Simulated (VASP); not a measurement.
These are revTPSS meta-GGA, VASP's PBE PAW potentials (set 64) (plane waves; VASP) values and carry that method's errors.

Input for VASP

KPOINTS:
```
Automatic
0
G
10 10 6
```

### INCAR
```
# general
SYSTEM  = Gd
PREC    = Accurate
ENCUT   = 520
LREAL   = F   # projection in real space or not
LASPH   = T   # aspherical one-centre terms

# electronic loop
EDIFF   = 1E-6   # SCF stop (eV)
NELM    = 100
ALGO    = Normal
LMAXMIX = 6
LMIXTAU = T

# smearing
ISMEAR  = 1   # Methfessel-Paxton
SIGMA   = 0.1   # width (eV)

# functional
METAGGA = RTPSS

# ions
IBRION  = 2
NSW     = 60   # most ionic steps
ISIF    = 3
EDIFFG  = -0.01

# output
LWAVE   = F
LCHARG  = F
```

File POSCAR:
```
Gd
1
    1.8150000000    -3.1436720000     0.0000000000
    1.8150000000     3.1436720000     0.0000000000
    0.0000000000     0.0000000000     5.7800000000
Gd
2
Direct
  0.3333330000   0.6666670000   0.2500000000
  0.6666670000   0.3333330000   0.7500000000
```

POTCAR, in this order: Gd_3 (PBE.64 set). Program: vasp_std.

Output

OSZICAR:
```
       N       E                     dE             d eps       ncg     rms          rms(c)
DAV:   1     0.126966356518E+03    0.12697E+03   -0.11045E+04  1456   0.160E+03
DAV:   2     0.630568852863E+02   -0.63909E+02   -0.62722E+02  1611   0.338E+02
DAV:   3     0.596335472446E+02   -0.34233E+01   -0.32130E+01  2199   0.448E+01
DAV:   4     0.595106738825E+02   -0.12287E+00   -0.12166E+00  2197   0.764E+00
DAV:   5     0.595060574961E+02   -0.46164E-02   -0.46091E-02  2323   0.117E+00    0.281E+01
DAV:   6     0.102894809562E+03    0.43389E+02   -0.39461E+03  1461   0.331E+04    0.188E+01
DAV:   7     0.502490756684E+03    0.39960E+03   -0.89837E+01  1879   0.588E+03    0.662E+00
DAV:   8     0.510398259029E+02   -0.45145E+03   -0.13683E+01  1456   0.478E+01    0.630E+00
DAV:   9     0.511219295575E+02    0.82104E-01   -0.49104E-02  1841   0.214E+00    0.621E+00
DAV:  10     0.509722287463E+02   -0.14970E+00   -0.42109E-02  1536   0.135E+00    0.945E+00
DAV:  11     0.510176031572E+02    0.45374E-01   -0.19403E-02  1526   0.106E+00    0.686E+00
DAV:  12     0.510933555356E+02    0.75752E-01   -0.16029E-01  1466   0.285E+00    0.127E+00
DAV:  13     0.510755248923E+02   -0.17831E-01   -0.97863E-03  1636   0.889E-01    0.934E-01
DAV:  14     0.511021829770E+02    0.26658E-01   -0.59784E-03  1481   0.895E-01    0.209E+00
DAV:  15     0.510781879223E+02   -0.23995E-01   -0.11971E-02  1456   0.118E+00    0.598E-02
DAV:  16     0.510773041825E+02   -0.88374E-03   -0.16030E-03  1711   0.341E-01    0.382E-01
DAV:  17     0.510773348992E+02    0.30717E-04   -0.61862E-05  1831   0.618E-02    0.326E-01
DAV:  18     0.510773320274E+02   -0.28718E-05   -0.24489E-06  1705   0.102E-02    0.324E-01
DAV:  19     0.510774828580E+02    0.15083E-03   -0.34952E-04  1466   0.133E-01    0.209E-02
DAV:  20     0.510774006752E+02   -0.82183E-04   -0.33269E-05  1511   0.570E-02    0.752E-02
DAV:  21     0.510774024430E+02    0.17678E-05   -0.19522E-06  1357   0.106E-02    0.515E-02
DAV:  22     0.510774062215E+02    0.37785E-05   -0.50279E-06  1481   0.167E-02    0.715E-03
DAV:  23     0.510774043000E+02   -0.19214E-05   -0.11300E-06   778   0.997E-03    0.123E-02
DAV:  24     0.510774045212E+02    0.22118E-06   -0.21466E-07   758   0.564E-03
   1 F= 0.51077405E+02 E0= 0.51076738E+02  d E =0.510774E+02
       N       E                     dE             d eps       ncg     rms          rms(c)
DAV:   1     0.509018686729E+02   -0.17554E+00   -0.37851E+00  1456   0.154E+01    0.227E+00
DAV:   2     0.510148831115E+02    0.11301E+00   -0.23202E-01  1476   0.400E+00    0.110E+00
DAV:   3     0.510619473629E+02    0.47064E-01   -0.14216E-01  1456   0.283E+00    0.375E-01
DAV:   4     0.510605806206E+02   -0.13667E-02   -0.73197E-03  1776   0.675E-01    0.329E-01
DAV:   5     0.510621074170E+02    0.15268E-02   -0.14203E-03  1491   0.347E-01    0.936E-02
DAV:   6     0.510609514246E+02   -0.11560E-02   -0.21028E-03  1456   0.358E-01    0.334E-02
DAV:   7     0.510606684148E+02   -0.28301E-03   -0.85588E-04  1456   0.238E-01    0.468E-02
DAV:   8     0.510602945372E+02   -0.37388E-03   -0.14695E-04  1486   0.103E-01    0.549E-03
DAV:   9     0.510602849051E+02   -0.96322E-05   -0.61648E-06  2148   0.190E-02    0.607E-03
DAV:  10     0.510602889980E+02    0.40929E-05   -0.10678E-06   923   0.117E-02    0.350E-03
DAV:  11     0.510602849149E+02   -0.40831E-05   -0.49955E-07   728   0.785E-03    0.947E-04
DAV:  12     0.510602853098E+02    0.39482E-06   -0.80251E-08   728   0.259E-03
   2 F= 0.51060285E+02 E0= 0.51059549E+02  d E =-.171192E-01
       N       E                     dE             d eps       ncg     rms          rms(c)
DAV:   1     0.510574243374E+02   -0.28606E-02   -0.59904E-02  1456   0.195E+00    0.293E-01
DAV:   2     0.510591869070E+02    0.17626E-02   -0.37159E-03  1491   0.504E-01    0.138E-01
DAV:   3     0.510599224458E+02    0.73554E-03   -0.20497E-03  1461   0.336E-01    0.439E-02
DAV:   4     0.510599097116E+02   -0.12734E-04   -0.13062E-04  1776   0.902E-02    0.375E-02
DAV:   5     0.510599417686E+02    0.32057E-04   -0.22998E-05  1491   0.445E-02    0.114E-02
DAV:   6     0.510599246299E+02   -0.17139E-04   -0.29741E-05  1461   0.438E-02    0.426E-03
DAV:   7     0.510599215390E+02   -0.30910E-05   -0.14117E-05  1456   0.311E-02    0.563E-03
DAV:   8     0.510599126921E+02   -0.88468E-05   -0.30987E-06  1456   0.151E-02    0.535E-04
DAV:   9     0.510599128811E+02    0.18894E-06   -0.94509E-08   728   0.291E-03
   3 F= 0.51059913E+02 E0= 0.51059142E+02  d E =-.174916E-01
       N       E                     dE             d eps       ncg     rms          rms(c)
DAV:   1     0.510591087807E+02   -0.80391E-03   -0.29126E-02  1466   0.126E+00    0.112E-01
DAV:   2     0.510595449573E+02    0.43618E-03   -0.51764E-04  1676   0.191E-01    0.682E-02
DAV:   3     0.510596585879E+02    0.11363E-03   -0.26662E-04  1699   0.116E-01    0.395E-02
DAV:   4     0.510596739051E+02    0.15317E-04   -0.36364E-05  1893   0.490E-02    0.153E-02
DAV:   5     0.510596729166E+02   -0.98854E-06   -0.27581E-05  1461   0.530E-02    0.106E-02
DAV:   6     0.510596631760E+02   -0.97407E-05   -0.10727E-05  1456   0.304E-02    0.454E-03
DAV:   7     0.510596611780E+02   -0.19979E-05   -0.17208E-06  1368   0.106E-02    0.111E-03
DAV:   8     0.510596607627E+02   -0.41535E-06   -0.60968E-08   728   0.224E-03
   4 F= 0.51059661E+02 E0= 0.51058844E+02  d E =-.252118E-03
       N       E                     dE             d eps       ncg     rms          rms(c)
DAV:   1     0.510590390285E+02   -0.62215E-03   -0.28560E-02  1466   0.125E+00    0.112E-01
DAV:   2     0.510594631906E+02    0.42416E-03   -0.50488E-04  1681   0.189E-01    0.667E-02
DAV:   3     0.510595723641E+02    0.10917E-03   -0.25480E-04  1704   0.113E-01    0.392E-02
DAV:   4     0.510595873012E+02    0.14937E-04   -0.34685E-05  1896   0.478E-02    0.152E-02
DAV:   5     0.510595867345E+02   -0.56678E-06   -0.26039E-05  1466   0.515E-02    0.104E-02
DAV:   6     0.510595768940E+02   -0.98404E-05   -0.98686E-06  1456   0.291E-02    0.444E-03
DAV:   7     0.510595754192E+02   -0.14748E-05   -0.16541E-06  1370   0.103E-02    0.121E-03
DAV:   8     0.510595749163E+02   -0.50294E-06   -0.63411E-08   728   0.218E-03
   5 F= 0.51059575E+02 E0= 0.51058745E+02  d E =-.337965E-03
```

### OUTCAR
```
------------------------ aborting loop because EDIFF is reached ----------------------------------------
  FORCE on cell =-STRESS in cart. coord.  units (eV):
  Direction    XX          YY          ZZ          XY          YZ          ZX
  --------------------------------------------------------------------------------------
  Total        0.0017961      0.0017961      0.0012920      0.0000000     -0.0000000     -0.0000000
  in kB        0.0455621      0.0455620      0.0327748      0.0000000     -0.0000000     -0.0000000
  external PRESSURE =       0.0412996 kB  Pullay stress =       0.0000000 kB
  volume of cell :       63.16
      direct lattice vectors                 reciprocal lattice vectors
     1.798671086 -3.115389496  0.000000000     0.277983009 -0.160493576  0.000000000
     1.798671086  3.115389496  0.000000000     0.277983009  0.160493576  0.000000000
    -0.000000000 -0.000000000  5.635616679    -0.000000000 -0.000000000  0.177442870
 POSITION                                       TOTAL-FORCE (eV/Angst)
 -----------------------------------------------------------------------------------
      1.79867      1.03847      1.40890        -0.000000     -0.000000      0.000000
      1.79867     -1.03847      4.22671         0.000000      0.000000     -0.000000
 -----------------------------------------------------------------------------------
    total drift:                                0.000000      0.000114     -0.000010
  FREE ENERGIE OF THE ION-ELECTRON SYSTEM (eV)
  ---------------------------------------------------
  free  energy   TOTEN  =        51.0595749163 eV

  energy  without entropy=       51.0570847887  energy(sigma->0) =       51.05874487

 reached required accuracy - stopping structural energy minimisation
```
(Selected blocks of OUTCAR.)

CONTCAR:
```
Gd
   1.00000000000000
     1.7986710855386914   -3.1153894963896436    0.0000000000000000
     1.7986710855386914    3.1153894963896436    0.0000000000000000
    -0.0000000000000000   -0.0000000000000000    5.6356166787566480
  Gd
     2
Direct
     0.3333330000000032    0.6666669999999968    0.2500000000000000
     0.6666669999999968    0.3333330000000032    0.7500000000000000
```

The 4f electrons are frozen in the core of the lanthanide potential, so 4f levels, which can set the real gap, and their magnetism are missing. Energy and stress use the plane-wave basis of the starting cell.

The compound is Gd in the hcp structure. This run relaxes it. Symmetry was kept, so distortions that lower it aren't found.
